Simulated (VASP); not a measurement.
An input for Ansatz (written as the equivalent of a VASP run, and not itself run):

Ansatz 0.2 input:
```yaml
crystal:
  lattice:
    - [5.1120594, -1.7637383, 0.5121408]
    - [5.1120594, 1.7637383, 0.5121408]
    - [4.2111080, 0.0000000, 3.4311483]
  atoms:
    - { symbol: As, position: [0.2111780, 0.2111780, 0.2111780] }
    - { symbol: As, position: [0.7888220, 0.7888220, 0.7888220] }
kpoints:
  mp_grid: { grid: [8, 8, 8] }
hamiltonian:
  xc: r2scan
  pseudopotentials: { kind: paw }
scf:
  occupations: { method: gaussian, width: 0.05 }
  max_iter: 100
relax:
  max_steps: 60
  f_tol: 0.01
  cell: {}
output: { forces: true, stress: true, eigenvalues: true }
```

Problem. Translate this input to VASP (INCAR, KPOINTS, POSCAR, choice of POTCAR).

Solution. One answer among several that fit: 
File POSCAR:
```
As
1.0
  5.1120594382  -1.7637382841   0.5121407843
  5.1120594382   1.7637382841   0.5121407843
  4.2111080484   0.0000000000   3.4311482576
As
2
Direct
  0.2111779830   0.2111779830   0.2111779830
  0.7888220170   0.7888220170   0.7888220170
```

File KPOINTS:
```
K-points
0
Gamma
  8 8 8
```

### INCAR
```
! general
SYSTEM  = As
PREC    = Accurate
ENCUT   = 400   ! plane-wave cut-off (eV)
LREAL   = .FALSE.
LASPH   = .TRUE.

! electronic loop
EDIFF   = 1E-6   ! SCF stop (eV)
NELM    = 100   ! most electronic steps
ALGO    = Normal   ! blocked Davidson
LMAXMIX = 4   ! l cut-off of mixed one-centre charges
LMIXTAU = .TRUE.

! smearing
ISMEAR  = 0   ! Gaussian
SIGMA   = 0.05

! functional
METAGGA = R2SCAN

! ions
IBRION  = 2   ! conjugate gradients
NSW     = 60   ! most ionic steps
ISIF    = 3
EDIFFG  = -0.01   ! ionic stop

! output
LWAVE   = .FALSE.
LCHARG  = .FALSE.
```

POTCAR, in this order: As (PBE.64 set). Program: vasp_std.

The two are equivalent in intent, not identical: each code has its own PAW files, so the cut-off isn't converted (ENCUT is set for VASP's; basis.ecutwfc is left out, and Ansatz then takes the one that its files recommend); Ansatz stops its SCF on the density residual and VASP on the energy change (EDIFF).

The compound is As in the a7 structure. This run relaxes it. Symmetry was kept, so distortions that lower it aren't found. The start is the result of an earlier pass.
